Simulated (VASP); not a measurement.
Method: RPBE GGA, VASP's PBE PAW potentials (set 64) (plane waves; VASP 6.6.1).

Input for VASP

File KPOINTS:
```
Automatic mesh
0
Gamma
7 7 4
0 0 0
```

File POSCAR:
```
La2O3
1
    1.9804744848    -3.4302823385     0.0000000000
    1.9804744848     3.4302823385     0.0000000000
    0.0000000000     0.0000000000     6.2798256270
La O
2 3
Direct
  0.3333330000   0.6666670000   0.2486239345
  0.6666670000   0.3333330000   0.7513760655
  0.0000000000   0.0000000000   1.0000000000
  0.3333330000   0.6666670000   0.6451566745
  0.6666670000   0.3333330000   0.3548433255
```

INCAR:
```
SYSTEM  =  La2O3
PREC  =  Accurate; ENCUT  =  520; LREAL  =  .False.
LASPH  =  .True.
EDIFF  =  1E-7; NELM  =  100; ALGO  =  Normal
LMAXMIX  =  6
ISMEAR  =  0; SIGMA  =  0.05
GGA  =  RP
IBRION  =  2; NSW  =  30; ISIF  =  4
EDIFFG  =  -0.01
LWAVE  =  .False.; LCHARG  =  .False.
```

POTCAR, in this order: La O (PBE.64 set). Program: vasp_std.

Question: What will the output report for the number of irreducible k-points (NKPTS), largest plane-wave count, number of space-group operations, FFT grid (NGX, NGY, NGZ)?

Answer: 
```yaml
number of irreducible k-points (NKPTS): 28
largest_plane_wave_count: 2364
number_of_space_group_operations: 12
FFT grid (NGX, NGY, NGZ): 30 × 30 × 48
```

The compound is La2O3 in the a-type structure. It was relaxed first.
